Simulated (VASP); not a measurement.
# FC2SeH in VASP: reference runs

Reference runs on FC2SeH: the cell as given.

Everything below comes from runs of VASP 6.6.1. Logs are shortened: lines on timing, memory, paths and dates and some standing lists are left out, and cuts for length are marked.

## (1) The structure

The cell holds a molecule in a box, 5 atoms: a = 12.000 Å, b = 12.000 Å, c = 12.000 Å, α = 90.00°, β = 90.00°, γ = 90.00°.

## (2) Single point, PBE

Input file INCAR:

```
PREC = Accurate
ENCUT = 520
EDIFF = 1E-7
ISMEAR = 0
SIGMA = 0.01
LREAL = F
LASPH = T
NELM = 100
ALGO = Normal
ISIF = 2
LWAVE = F
LCHARG = T
GGA = PE
LELF = T
LVHAR = T
LVACPOTAV = T
NBANDS = 19
```

Input file KPOINTS:

```
regular mesh
0
Gamma
  1 1 1
```

Input file POSCAR:

```
HC2SeF
1.0
   12.0000000000      0.0000000000      0.0000000000
    0.0000000000     12.0000000000      0.0000000000
    0.0000000000      0.0000000000     12.0000000000
F C Se H
1 2 1 1
Direct
    0.4653000000      0.3897041700      0.6040250000
    0.4761833300      0.4698125000      0.5325666700
    0.5336500000      0.5544291700      0.5043500000
    0.4020583300      0.5227291700      0.4016416700
    0.6001083300      0.6137958300      0.5114166700
```

Potentials or basis: VASP PAW PBE potentials, release 64 (F, C, Se, H).

Launch:

```
$ cat potpaw_PBE.64/F/POTCAR potpaw_PBE.64/C/POTCAR potpaw_PBE.64/Se/POTCAR potpaw_PBE.64/H/POTCAR > POTCAR
$ mpirun -np 1 vasp_gam > vasp.out
```

OUTCAR:

```text
PREC = Accurate
   ENCUT = 520
   EDIFF = 1E-7
   ISMEAR = 0
   LREAL = F
   LASPH = T
   NELM = 100
   ISIF = 2
   GGA = PE

 ion  position               nearest neighbor table
   1  0.465  0.390  0.604-   2 1.29
   2  0.476  0.470  0.533-   3 1.27   1 1.29   4 1.91
   3  0.534  0.554  0.504-   5 1.07   2 1.27   4 2.04
   4  0.402  0.523  0.402-   2 1.91   3 2.04
   5  0.600  0.614  0.511-   3 1.07

  LATTYP: Found a simple cubic cell.
 ALAT       =    12.0000000000

  Lattice vectors:

 A1 = (  12.0000000000,   0.0000000000,   0.0000000000)
 A2 = (   0.0000000000,  12.0000000000,   0.0000000000)
 A3 = (   0.0000000000,   0.0000000000,  12.0000000000)

Analysis of symmetry for initial positions (statically):
=====================================================================
 Subroutine PRICEL returns:
 Original cell was already a primitive cell.

 Routine SETGRP: Setting up the symmetry group for a
 simple cubic supercell.

 Subroutine GETGRP returns: Found  1 space group operations
 (whereof  1 operations were pure point group operations)
 out of a pool of 48 trial point group operations.

The static configuration has the point symmetry C_1 .

Analysis of symmetry for dynamics (positions and initial velocities):
=====================================================================
 Subroutine PRICEL returns:
 Original cell was already a primitive cell.

 Routine SETGRP: Setting up the symmetry group for a
 simple cubic supercell.

 Subroutine GETGRP returns: Found  1 space group operations
 (whereof  1 operations were pure point group operations)
 out of a pool of 48 trial point group operations.

The dynamic configuration has the point symmetry C_1 .

 Subroutine INISYM returns: Found  1 space group operations
 (whereof  1 operations are pure point group operations),
 and found     1 'primitive' translations

----------------------------------------------------------------------------------------

                                     Primitive cell

  volume of cell :    1728.0000

  direct lattice vectors                    reciprocal lattice vectors
    12.000000000  0.000000000  0.000000000     0.083333333  0.000000000  0.000000000
     0.000000000 12.000000000  0.000000000     0.000000000  0.083333333  0.000000000
[... 67 lines left out ...]
   EDIFF  = 0.1E-06   stopping-criterion for ELM
   LREAL  =      F    real-space projection
   EDIFFG = 0.1E-05   stopping-criterion for IOM
   NSW    =      0    number of steps for IOM
   IBRION =     -1    ionic relax: 0-MD 1-quasi-New 2-CG
   NFREE  =      0    steps in history (QN), initial steepest desc. (CG)
   ISIF   =      2    stress and relaxation
   ISYM   =      2    0-nonsym 1-usesym 2-fastsym
   POTIM  = 0.5000    time-step for ionic-motion
   TEBEG  =    0.0;   TEEND  =   0.0 temperature during run
   PSTRESS=    0.0 pullay stress
   NELECT =      22.0000    total number of electrons
   NUPDOWN=      -1.0000    fix difference up-down
   EMIN   =  10.00;   EMAX   =-10.00  energy-range for DOS
   EFERMI =   0.00;   METHOD = LEGACY
   ISMEAR =     0;   SIGMA  =   0.01  broadening in eV -4-tet -1-fermi 0-gaus
   EFERMI_NEDOS =   21; number of points for ismear=-14 and -15
   IALGO  =     38    algorithm
   IMIX   =      4    mixing-type and parameters
     AMIX     =   0.40;   BMIX     =  1.00
     AMIX_MAG =   1.60;   BMIX_MAG =  1.00
  volume/ion in A,a.u.               =     345.60      2332.22
  Fermi-wavevector in a.u.,A,eV,Ry     =   0.382268  0.722382  1.988202  0.146129
  Thomas-Fermi vector in A             =   1.318371
   LORBIT       =      0    0 simple, 1 ext, 2 COOP (PROOUT), +10 PAW based schemes
   GGA     = PE    functional components
   LHFCALC =     F    Hartree Fock is set to
   AEXX    =    0.0000 exact exchange contribution
   IVDW    =     0    specifies the selected vdW correction
   LEPSILON=     F    determine dielectric tensor
   LRPA    =     F    only Hartree local field effects (RPA)
 non-spin polarized calculation
 Gauss-broadening in eV      SIGMA  =   0.01
  energy-cutoff  :      520.00
  volume of cell :     1728.00
 maximum number of plane-waves:     23293
 NGX is ok and might be reduce to    90
   NGX = 45   NGY = 45   NGZ = 45

 number of electron      21.9999996 magnetization

 Free energy of the ion-electron system (eV)
  ---------------------------------------------------
  ext. energy  EPLUGINS =         0.00000000
  ---------------------------------------------------
  free energy    TOTEN  =       -25.44852970 eV

  energy without entropy =      -25.44852970  energy(sigma->0) =      -25.44852970

 E-fermi :  -4.3633     XC(G=0):  -0.7660

 val. band max:       -4.4874079030   @ k =   0.0000   0.0000   0.0000
 cond. band min:      -2.0817576878   @ k =   0.0000   0.0000   0.0000
 fundamental gap:      2.4056502152
 Fermi energy:        -4.3633283821

 k-point     1 :       0.0000    0.0000    0.0000
  band No.  band energies     occupation
      1     -32.3177      2.00000
      2     -21.4494      2.00000
      3     -16.1642      2.00000
      4     -15.4420      2.00000
      5     -13.2847      2.00000
      6     -12.3201      2.00000
[... 11 lines left out ...]
     18       0.8492      0.00000
     19       0.8856      0.00000

------------------------ aborting loop because EDIFF is reached ----------------------------------------

  FORCE on cell =-STRESS in cart. coord.  units (eV):
  Direction    XX          YY          ZZ          XY          YZ          ZX
  --------------------------------------------------------------------------------------
  -------------------------------------------------------------------------------------
  Total        0.9611458      1.6580759      1.5170879      0.6415230     -1.1317153      0.4159613
  in kB        0.8911609      1.5373447      1.4066226      0.5948111     -1.0493105      0.3856735
  external PRESSURE =       1.2783761 kB  Pullay stress =       0.0000000 kB

 VOLUME and BASIS-vectors are now :
 -----------------------------------------------------------------------------
  energy-cutoff  :      520.00
  volume of cell :     1728.00
      direct lattice vectors                 reciprocal lattice vectors
    12.000000000  0.000000000  0.000000000     0.083333333  0.000000000  0.000000000
     0.000000000 12.000000000  0.000000000     0.000000000  0.083333333  0.000000000
     0.000000000  0.000000000 12.000000000     0.000000000  0.000000000  0.083333333

 POSITION                                       TOTAL-FORCE (eV/Angst)
 -----------------------------------------------------------------------------------
      5.58360      4.67645      7.24830        -0.123393     -0.944149      0.848862
      5.71420      5.63775      6.39080        -0.107033      0.203280     -0.321120
      6.40380      6.65315      6.05220         0.547236      0.530444      0.016218
      4.82470      6.27275      4.81970        -0.473919      0.067135     -0.557420
      7.20130      7.36555      6.13700         0.157109      0.143290      0.013460
 -----------------------------------------------------------------------------------
    total drift:                               -0.001664      0.001373     -0.001069

  FREE ENERGIE OF THE ION-ELECTRON SYSTEM (eV)
  ---------------------------------------------------
  free  energy   TOTEN  =       -25.4485296971 eV

  energy  without entropy=      -25.4485296971  energy(sigma->0) =      -25.44852970
```

OSZICAR:

```text
N       E                     dE             d eps       ncg     rms          rms(c)
DAV:   1     0.151671040637E+03    0.15167E+03   -0.65805E+03    54   0.684E+02
DAV:   2     0.123085043362E+02   -0.13936E+03   -0.13710E+03    65   0.155E+02
DAV:   3    -0.258870564220E+02   -0.38196E+02   -0.38024E+02    52   0.741E+01
[... 19 lines left out ...]
DAV:  23    -0.254485279950E+02   -0.19497E-05   -0.48976E-08    44   0.953E-04    0.182E-04
DAV:  24    -0.254485292883E+02   -0.12933E-05   -0.29573E-08    38   0.616E-04    0.690E-05
DAV:  25    -0.254485294977E+02   -0.20937E-06    0.10565E-09    44   0.282E-04    0.457E-05
DAV:  26    -0.254485296793E+02   -0.18167E-06   -0.19995E-09    30   0.241E-04    0.307E-05
DAV:  27    -0.254485296971E+02   -0.17803E-07    0.43768E-09    44   0.103E-04
   1 F= -.25448530E+02 E0= -.25448530E+02  d E =-.773802E-69
```

Run time: 4.7 min. Hardware: 1 thread of Intel Xeon Platinum 8375C at 2.90GHz (Ice Lake), shared host; peak memory 1.2 GiB.

Results:

- Free energy: -25.4485 eV
- Largest force: 1.276 eV/Å
- Gap between the frontier levels: 2.41 eV

Forces on the atoms (eV/Å):
```
F   -0.123 -0.944  0.849
C   -0.107  0.203 -0.321
C    0.547  0.530  0.016
Se  -0.474  0.067 -0.557
H    0.157  0.143  0.013
```
